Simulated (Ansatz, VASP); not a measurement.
# Al2O3 (Corundum): VASP beside Ansatz, part 2 of 2

Aim: how closely do two programs agree when they are given the same cell, functional and k mesh? The structure shown comes from an earlier Ansatz run, which isn't shown and may have moved the atoms alone.

VASP 6.6.1 and Ansatz 0.2.0.

So far: The structure; Ansatz: elastic constants, LDA.

## (3) VASP: elastic constants, LDA

Level of this step: LDA; plane waves and PAW (Al, O) (VASP).

The same cell, functional (in two slightly different forms) and mesh now go to VASP, with its own data sets.

Lines of VASP's logs that name or quote its potential files are left out, and so is its time.

The input, INCAR:

```
SYSTEM = Al2O3
PREC = Accurate
ENCUT = 600
EDIFF = 1E-08
NELM = 120
ISMEAR = 0
SIGMA = 0.01
LREAL = .FALSE.
ALGO = Normal
GGA = CA
NBANDS = 34
LORBIT = 11
LWAVE = .FALSE.
LCHARG = .FALSE.
ISIF = 3
IBRION = 6
NFREE = 2
POTIM = 0.015
NSW = 1
LASPH = .TRUE.
GGA_COMPAT = .FALSE.
EFERMI = MIDGAP
KPAR = 2
```

The input, POSCAR:

```
Al2O3
1.0
    2.3630204547      1.3642904956      4.2885075959
   -2.3630204547      1.3642904956      4.2885075959
    0.0000000000     -2.7285809913      4.2885075959
Al O
4 6
Direct
    0.3513090912      0.3513090912      0.3513090912
    0.1486909088      0.1486909088      0.1486909088
    0.6486909088      0.6486909088      0.6486909088
    0.8513090912      0.8513090912      0.8513090912
    0.5569412339      0.9430587661      0.2500000000
    0.2500000000      0.5569412339      0.9430587661
    0.9430587661      0.2500000000      0.5569412339
    0.4430587661      0.0569412339      0.7500000000
    0.7500000000      0.4430587661      0.0569412339
    0.0569412339      0.7500000000      0.4430587661
```

The input, KPOINTS:

```
Automatic mesh
0
Gamma
3 3 3
0 0 0
```

Potentials, in the order of the species: Al and O (LDA family, release 64).

Launch:

```bash
$ mpirun -np 2 vasp_std
```

Numbers of over 12 decimals in the logs are rounded to 6 here.

The program printed:

```text
[banner, memory and clock lines left out]
running    2 mpi-ranks, on    1 nodes
 distrk:  each k-point on    1 cores,    2 groups
 distr:  one band on    1 cores,    1 groups

 POSCAR found type information on POSCAR AlO
 POSCAR found :  2 types and      10 ions
 LDA part: xc-table for (Slater(with rela. corr.)+CA(PZ))
 , standard interpolation
 POSCAR, INCAR and KPOINTS ok, starting setup
 FFT: planning ... GRIDC
 FFT: planning ... GRID_SOFT
 FFT: planning ... GRID
 WAVECAR not read
 entering main loop
       N       E                     dE             d eps       ncg     rms          rms(c)
DAV:   1     0.253649726600E+03    0.25365E+03   -0.27999E+04   408   0.153E+03
DAV:   2    -0.777206101462E+02   -0.33137E+03   -0.31695E+03   536   0.310E+02
DAV:   3    -0.914695024700E+02   -0.13749E+02   -0.13699E+02   528   0.649E+01
DAV:   4    -0.915715839136E+02   -0.10208E+00   -0.10203E+00   512   0.646E+00
DAV:   5    -0.915725336656E+02   -0.94975E-03   -0.94959E-03   520   0.621E-01    0.177E+01
DAV:   6    -0.833088096274E+02    0.82637E+01   -0.29859E+01   512   0.292E+01    0.636E+00
DAV:   7    -0.832041504127E+02    0.10466E+00   -0.93822E-01   480   0.471E+00    0.321E+00
DAV:   8    -0.831245615896E+02    0.79589E-01   -0.79868E-02   510   0.212E+00    0.744E-01
DAV:   9    -0.831173643723E+02    0.71972E-02   -0.14432E-02   528   0.631E-01    0.268E-01
DAV:  10    -0.831174185923E+02   -0.54220E-04   -0.49540E-04   480   0.137E-01    0.673E-02
DAV:  11    -0.831174018520E+02    0.16740E-04   -0.12752E-04   488   0.667E-02    0.263E-02
DAV:  12    -0.831174019659E+02   -0.11386E-06   -0.37910E-06   520   0.134E-02    0.630E-03
DAV:  13    -0.831174016428E+02    0.32306E-06   -0.12576E-06   496   0.662E-03    0.150E-03
DAV:  14    -0.831174016407E+02    0.21259E-08   -0.43706E-08   448   0.127E-03
   1 F= -.83117402E+02 E0= -.83117402E+02  d E =0.000000E+00
[... from here on, the cycles between the ionic steps are left out ...]
   2 F= -.83092962E+02 E0= -.83092962E+02  d E =0.000000E+00
   3 F= -.83078534E+02 E0= -.83078534E+02  d E =0.000000E+00
  15 F= -.83115029E+02 E0= -.83115029E+02  d E =0.000000E+00
  16 F= -.83117395E+02 E0= -.83117395E+02  d E =0.000000E+00
  17 F= -.83112925E+02 E0= -.83112925E+02  d E =0.000000E+00
  18 F= -.83113763E+02 E0= -.83113763E+02  d E =0.000000E+00
  19 F= -.83116807E+02 E0= -.83116807E+02  d E =0.000000E+00
  20 F= -.83115227E+02 E0= -.83115227E+02  d E =0.000000E+00
  21 F= -.83115227E+02 E0= -.83115227E+02  d E =0.000000E+00
  22 F= -.83115548E+02 E0= -.83115548E+02  d E =0.000000E+00
 Finite differences progress:
  Degree of freedom:  11/ 11
  Displacement:        1/  2
  Total:              21/ 22
 bond charge predicted
       N       E                     dE             d eps       ncg     rms          rms(c)
DAV:   1    -0.831154742563E+02    0.73652E-04   -0.35316E+00   952   0.110E+01    0.275E-01
DAV:   2    -0.831164896731E+02   -0.10154E-02   -0.35528E-02  1232   0.112E+00    0.144E-01
DAV:   3    -0.831155440787E+02    0.94559E-03   -0.18933E-03  1216   0.312E-01    0.402E-02
DAV:   4    -0.831155506602E+02   -0.65814E-05   -0.46600E-04  1200   0.121E-01    0.186E-02
DAV:   5    -0.831155484117E+02    0.22485E-05   -0.11352E-05  1198   0.213E-02    0.837E-03
DAV:   6    -0.831155479389E+02    0.47275E-06   -0.13226E-06  1208   0.823E-03    0.154E-03
DAV:   7    -0.831155479094E+02    0.29477E-07   -0.22659E-07  1174   0.335E-03    0.592E-04
DAV:   8    -0.831155479100E+02   -0.60709E-09   -0.50259E-08  1144   0.167E-03
  23 F= -.83115548E+02 E0= -.83115548E+02  d E =0.000000E+00
 Finite differences progress:
  Degree of freedom:  11/ 11
  Displacement:        2/  2
  Total:              22/ 22
```

From OUTCAR (step 3):

```text
ion  position               nearest neighbor table
   1  0.351  0.351  0.351-  10 1.84   9 1.84   8 1.84   5 1.95   7 1.95   6 1.95   2 2.61   3 2.77
                             3 2.77   3 2.77   2 3.21   2 3.21   2 3.21
   2  0.149  0.149  0.149-   9 1.84  10 1.84   8 1.84   5 1.95   6 1.95   7 1.95   1 2.61   4 2.77
                             4 2.77   4 2.77   1 3.21   1 3.21   1 3.21
   3  0.649  0.649  0.649-   7 1.84   6 1.84   5 1.84   8 1.95  10 1.95   9 1.95   4 2.61   1 2.77
                             1 2.77   1 2.77   4 3.21   4 3.21   4 3.21
   4  0.851  0.851  0.851-   6 1.84   7 1.84   5 1.84   8 1.95   9 1.95  10 1.95   3 2.61   2 2.77
                             2 2.77   2 2.77   3 3.21   3 3.21   3 3.21
   5  0.557  0.943  0.250-   3 1.84   4 1.84   1 1.95   2 1.95
   6  0.250  0.557  0.943-   4 1.84   3 1.84   2 1.95   1 1.95
   7  0.943  0.250  0.557-   3 1.84   4 1.84   1 1.95   2 1.95
   8  0.443  0.057  0.750-   1 1.84   2 1.84   3 1.95   4 1.95
   9  0.750  0.443  0.057-   2 1.84   1 1.84   4 1.95   3 1.95
  10  0.057  0.750  0.443-   1 1.84   2 1.84   3 1.95   4 1.95

  LATTYP: Found a trigonal (rhomboedric) cell.
 ALAT       =     5.0829569766
 COS(alpha) =     0.5677528981

 Subroutine GETGRP returns: Found 12 space group operations
 (whereof  6 operations were pure point group operations)

The static configuration has the point symmetry S_6 .
 The point group associated with its full space group is D_3d.

 Found      6 irreducible k-points:

   k-points           NKPTS =      6   k-points in BZ     NKDIM =      6   number of bands    NBANDS=     34

   dimension x,y,z NGX =    42 NGY =   42 NGZ =   42
   dimension x,y,z NGXF=    84 NGYF=   84 NGZF=   84

   ENCUT  =  600.0 eV  44.10 Ry    6.64 a.u.  10.15 10.15 10.15*2*pi/ulx,y,z

   NELECT =      48.0000    total number of electrons

 k-points in reciprocal lattice and weights: Automatic mesh
   0.00000000  0.00000000  0.00000000       0.037
   0.33333333 -0.00000000  0.00000000       0.222
   0.33333333  0.33333333  0.00000000       0.222
  -0.33333333  0.33333333  0.00000000       0.222
   0.33333333  0.33333333  0.33333333       0.074
  -0.33333333  0.33333333  0.33333333       0.222

 average (electrostatic) potential at core
       1 -69.3549       2 -69.3293       3 -69.3536       4 -69.3308       5 -67.9703
       6 -67.9708       7 -67.9703       8 -67.9703       9 -67.9694      10 -67.9712

 E-fermi :   9.3605

 k-point     1 :       0.0000    0.0000    0.0000
  band No.  band energies     occupation
    ...
     20       5.5775      2.00000
     21       5.5877      2.00000
     22       6.0463      2.00000
     23       6.0500      2.00000
     24       6.1229      2.00000
     25      12.5982      0.00000
     26      15.2155      0.00000
     27      16.9659      0.00000
     28      17.6592      0.00000
     29      17.6734      0.00000
    ...

 k-point     2 :       0.3333   -0.0000    0.0000
  band No.  band energies     occupation
    ...
     20       4.6916      2.00000
     21       5.2220      2.00000
     22       5.5337      2.00000
     23       5.8578      2.00000
     24       5.9174      2.00000
     25      14.4929      0.00000
     26      15.9744      0.00000
     27      16.2651      0.00000
     28      16.7604      0.00000
     29      16.9866      0.00000
    ...

 k-point     3 :       0.3333    0.3333    0.0000
  band No.  band energies     occupation
    ...
     20       4.7359      2.00000
     21       5.0180      2.00000
     22       5.3891      2.00000
     23       5.7084      2.00000
     24       5.7694      2.00000
     25      14.8385      0.00000
     26      16.1834      0.00000
     27      16.2388      0.00000
     28      17.0243      0.00000
     29      17.0993      0.00000
    ...

   2 f  =   22.811493 THz   143.328838 2PiTHz  760.909502 cm-1    94.340712 meV
             X         Y         Z           dx          dy          dz
      0.000000 -0.000000  4.519775    -0.083000   -0.095809   -0.000000
      0.000000 -0.000000  1.912986    -0.082995    0.095814    0.000000
      0.000000 -0.000000  8.345748     0.083000    0.095809    0.000000
      0.000000 -0.000000 10.952537     0.082995   -0.095814   -0.000000
     -0.912404  1.364290  7.504888     0.180132    0.000012   -0.000010
     -0.725308 -1.472310  7.504888    -0.258641   -0.253331   -0.294329
      1.637712  0.108019  7.504888    -0.258656    0.253329    0.294339
      0.912404 -1.364290  5.360634    -0.180132   -0.000012    0.000010
      0.725308  1.472310  5.360634     0.258641    0.253331    0.294329
     -1.637712 -0.108019  5.360634     0.258656   -0.253329   -0.294339

   3 f  =   22.731383 THz   142.825492 2PiTHz  758.237321 cm-1    94.009404 meV
             X         Y         Z           dx          dy          dz
      0.000000 -0.000000  4.519775     0.000000   -0.000000   -0.062174
      0.000000 -0.000000  1.912986    -0.000000   -0.000000   -0.062174
      0.000000 -0.000000  8.345748    -0.000000    0.000000    0.062174
      0.000000 -0.000000 10.952537     0.000000    0.000000    0.062174
     -0.912404  1.364290  7.504888     0.000000    0.232644   -0.331612
     -0.725308 -1.472310  7.504888    -0.201475   -0.116322   -0.331612
      1.637712  0.108019  7.504888     0.201475   -0.116322   -0.331612
      0.912404 -1.364290  5.360634    -0.000000   -0.232644    0.331612
      0.725308  1.472310  5.360634     0.201475    0.116322    0.331612
     -1.637712 -0.108019  5.360634    -0.201475    0.116322    0.331612

   4 f  =   20.815414 THz   130.787104 2PiTHz  694.327477 cm-1    86.085597 meV
             X         Y         Z           dx          dy          dz
      0.000000 -0.000000  4.519775    -0.000000   -0.000000   -0.191578
      0.000000 -0.000000  1.912986    -0.000000    0.000000    0.191578
      0.000000 -0.000000  8.345748    -0.000000   -0.000000   -0.191578
      0.000000 -0.000000 10.952537    -0.000000    0.000000    0.191578
     -0.912404  1.364290  7.504888     0.377092    0.000000    0.000000
     -0.725308 -1.472310  7.504888    -0.188546    0.326571   -0.000000
      1.637712  0.108019  7.504888    -0.188546   -0.326571    0.000000
      0.912404 -1.364290  5.360634     0.377092   -0.000000   -0.000000
      0.725308  1.472310  5.360634    -0.188546    0.326571   -0.000000
     -1.637712 -0.108019  5.360634    -0.188546   -0.326571    0.000000

   5 f  =   19.474549 THz   122.362200 2PiTHz  649.601030 cm-1    80.540227 meV
             X         Y         Z           dx          dy          dz
      0.000000 -0.000000  4.519775    -0.000000   -0.000000    0.113219
      0.000000 -0.000000  1.912986    -0.000000    0.000000   -0.113219
      0.000000 -0.000000  8.345748     0.000000    0.000000   -0.113219
      0.000000 -0.000000 10.952537     0.000000   -0.000000    0.113219
     -0.912404  1.364290  7.504888     0.397644   -0.000000    0.000000
     -0.725308 -1.472310  7.504888    -0.198822    0.344370   -0.000000
      1.637712  0.108019  7.504888    -0.198822   -0.344370    0.000000
      0.912404 -1.364290  5.360634    -0.397644   -0.000000    0.000000
      0.725308  1.472310  5.360634     0.198822   -0.344370    0.000000
     -1.637712 -0.108019  5.360634     0.198822    0.344370   -0.000000

   6 f  =   19.139870 THz   120.259352 2PiTHz  638.437353 cm-1    79.156108 meV
             X         Y         Z           dx          dy          dz
      0.000000 -0.000000  4.519775    -0.114042    0.107237   -0.000000
      0.000000 -0.000000  1.912986     0.114020    0.107260   -0.000000
      0.000000 -0.000000  8.345748    -0.114042    0.107237   -0.000000
      0.000000 -0.000000 10.952537     0.114020    0.107260   -0.000000
     -0.912404  1.364290  7.504888    -0.000028   -0.465897    0.071236
     -0.725308 -1.472310  7.504888    -0.323051    0.093725   -0.035612
      1.637712  0.108019  7.504888     0.323108    0.093660   -0.035624
      0.912404 -1.364290  5.360634    -0.000028   -0.465897    0.071236
      0.725308  1.472310  5.360634    -0.323051    0.093725   -0.035612
     -1.637712 -0.108019  5.360634     0.323108    0.093660   -0.035624

   7 f  =   19.139870 THz   120.259352 2PiTHz  638.437353 cm-1    79.156108 meV
             X         Y         Z           dx          dy          dz
      0.000000 -0.000000  4.519775     0.107237    0.114042   -0.000000
      0.000000 -0.000000  1.912986     0.107260   -0.114020    0.000000
      0.000000 -0.000000  8.345748     0.107237    0.114042   -0.000000
      0.000000 -0.000000 10.952537     0.107260   -0.114020    0.000000
     -0.912404  1.364290  7.504888     0.280223   -0.000047    0.000007
     -0.725308 -1.472310  7.504888    -0.279400   -0.323070   -0.061696
      1.637712  0.108019  7.504888    -0.279335    0.323089    0.061689
      0.912404 -1.364290  5.360634     0.280223   -0.000047    0.000007
      0.725308  1.472310  5.360634    -0.279400   -0.323070   -0.061696
     -1.637712 -0.108019  5.360634    -0.279335    0.323089    0.061689

   8 f  =   18.337493 THz   115.217868 2PiTHz  611.672933 cm-1    75.837744 meV
             X         Y         Z           dx          dy          dz
      0.000000 -0.000000  4.519775     0.000000    0.000000    0.461842
      0.000000 -0.000000  1.912986     0.000000   -0.000000   -0.461842
      0.000000 -0.000000  8.345748     0.000000    0.000000    0.461842
      0.000000 -0.000000 10.952537     0.000000   -0.000000   -0.461842
     -0.912404  1.364290  7.504888     0.156423    0.000000   -0.000000
     -0.725308 -1.472310  7.504888    -0.078212    0.135466   -0.000000
      1.637712  0.108019  7.504888    -0.078212   -0.135466    0.000000
      0.912404 -1.364290  5.360634     0.156423    0.000000   -0.000000
      0.725308  1.472310  5.360634    -0.078212    0.135466   -0.000000
     -1.637712 -0.108019  5.360634    -0.078212   -0.135466    0.000000

   9 f  =   17.965600 THz   112.881194 2PiTHz  599.267911 cm-1    74.299718 meV
             X         Y         Z           dx          dy          dz
      0.000000 -0.000000  4.519775    -0.000000   -0.000000    0.192173
      0.000000 -0.000000  1.912986     0.000000   -0.000000    0.192173
      0.000000 -0.000000  8.345748    -0.000000   -0.000000    0.192173
      0.000000 -0.000000 10.952537     0.000000   -0.000000    0.192173
     -0.912404  1.364290  7.504888     0.000000    0.338175   -0.166386
     -0.725308 -1.472310  7.504888    -0.292868   -0.169087   -0.166386
      1.637712  0.108019  7.504888     0.292868   -0.169087   -0.166386
      0.912404 -1.364290  5.360634     0.000000    0.338175   -0.166386
      0.725308  1.472310  5.360634    -0.292868   -0.169087   -0.166386
     -1.637712 -0.108019  5.360634     0.292868   -0.169087   -0.166386
    [... 271 further lines ...]
      0.725308  1.472310  5.360634     0.208181   -0.187437   -0.000004
     -1.637712 -0.108019  5.360634     0.208190   -0.187446    0.000013

 ELASTIC MODULI CONTR FROM IONIC RELAXATION (kBar)
 Direction    XX          YY          ZZ          XY          YZ          ZX
 --------------------------------------------------------------------------------
 XX        -419.8021    181.7548    163.1606      0.0000    112.5178     -0.0000
 YY         181.7548   -419.8021    163.1606     -0.0000   -112.5178      0.0000
 ZZ         163.1606    163.1606   -262.9085      0.0000      0.0000     -0.0000
 XY           0.0000     -0.0000      0.0000   -300.7785     -0.0000    112.5178
 YZ         112.5178   -112.5178      0.0000     -0.0000   -157.4988      0.0000
 ZX          -0.0000      0.0000     -0.0000    112.5178      0.0000   -157.4988
 --------------------------------------------------------------------------------

 TOTAL ELASTIC MODULI (kBar)
 Direction    XX          YY          ZZ          XY          YZ          ZX
 --------------------------------------------------------------------------------
 XX        5007.0978   1669.8891   1323.7430      0.0000    174.5508     -0.0000
 YY        1669.8891   5007.0978   1323.7430     -0.0000   -174.5508      0.0000
 ZZ        1323.7430   1323.7430   4989.2506      0.0000     -0.0000     -0.0000
 XY           0.0000     -0.0000      0.0000   1668.6044     -0.0000    174.5508
 YZ         174.5508   -174.5508     -0.0000     -0.0000   1576.7329      0.0000
 ZX          -0.0000      0.0000     -0.0000    174.5508      0.0000   1576.7329
 --------------------------------------------------------------------------------

 total charge
# of ion       s       p       d       tot
------------------------------------------
    1        0.322   0.428   0.000   0.750
    2        0.322   0.428   0.000   0.750
    3        0.322   0.428   0.000   0.750
    4        0.322   0.428   0.000   0.750
    5        1.533   3.644   0.000   5.177
    6        1.533   3.644   0.000   5.177
    7        1.533   3.644   0.000   5.177
    8        1.533   3.644   0.000   5.177
    9        1.533   3.644   0.000   5.177
   10        1.533   3.644   0.000   5.177
--------------------------------------------------
tot         10.488  23.576   0.000  34.065

[... 3 further parts left out ...]
```

CONTCAR:

```
Al2O3
   1.00000000000000
     2.3630204547000000    1.3642904955999999    4.2885075958999996
    -2.3630204547000000    1.3642904955999999    4.2885075958999996
     0.0000000000000000   -2.7285809912999999    4.2885075958999996
  Al              O
     4     6
Direct
     0.3513090912000010    0.3513090912000010    0.3513090912000010
     0.1486909087999990    0.1486909087999990    0.1486909087999990
     0.6486909087999990    0.6486909087999990    0.6486909087999990
     0.8513090912000010    0.8513090912000010    0.8513090912000010
     0.5557753271391379    0.9418928593391415    0.2488340932391823
     0.2500000000000000    0.5569412338999982    0.9430587661000018
     0.9430587661000018    0.2500000000000000    0.5569412338999982
     0.4430587661000018    0.0569412338999982    0.7500000000000000
     0.7500000000000000    0.4430587661000018    0.0569412338999982
     0.0569412338999982    0.7500000000000000    0.4430587661000018
```

Levels, forces or a CONTCAR printed for this step are those of its last displaced cell, not of the structure at rest.

## (4) Differences

Known differences besides the potentials themselves: the two LDA forms differ slightly; fixed occupations in Ansatz, narrow Gaussian smearing in VASP; the cutoff is 260 eV in Ansatz and 600 eV in VASP; VASP's log shows a relativistic correction to its local exchange, Ansatz's none; VASP takes each elastic constant from one size of strain, Ansatz from those that its log lists; Ansatz's log warns that its cutoff lies below the recommended one. Total energies have different zeros and are not compared.

The two programs side by side:

| quantity | Ansatz | VASP | difference |
| --- | --- | --- | --- |
| C11 (GPa) | 597.9 | 500.7 | +19.41 % |
| C22 (GPa) | 597.9 | 500.7 | +19.41 % |
| C33 (GPa) | 784.1 | 498.9 | +57.16 % |
| C12 (GPa) | 204.8 | 167.0 | +22.62 % |
| C13 (GPa) | 182.5 | 132.4 | +37.85 % |
| C23 (GPa) | 182.5 | 132.4 | +37.85 % |
| C44 (GPa) | 202.0 | 157.7 | +28.14 % |
| C55 (GPa) | 202.0 | 157.7 | +28.14 % |
| C66 (GPa) | 196.6 | 166.9 | +17.81 % |

## (5) Outcome

* difference in C33 (elastic constants, LDA): 57 %

In words: The difference in C33 is 57 % (elastic constants, LDA), beyond the 5 % picked in this series as the mark of a large difference. Ansatz's own log doubts the convergence of its elastic constants, LDA run, which may account for the difference. How closely two codes agree says nothing of how well the functional describes the real material.

[Lines on the potential files, build, host, timing and source positions are cut from VASP's logs without a mark.]

[Logs are printed without paths, hosts, clocks, repeated set-up lines and the standing remarks that a program may print on its own settings, such as how far it seeks lower states.]

[Hosts, paths, dates, database ids (printed as entryN), source tags and the programs' standing remarks are cut or masked in the printed files.]
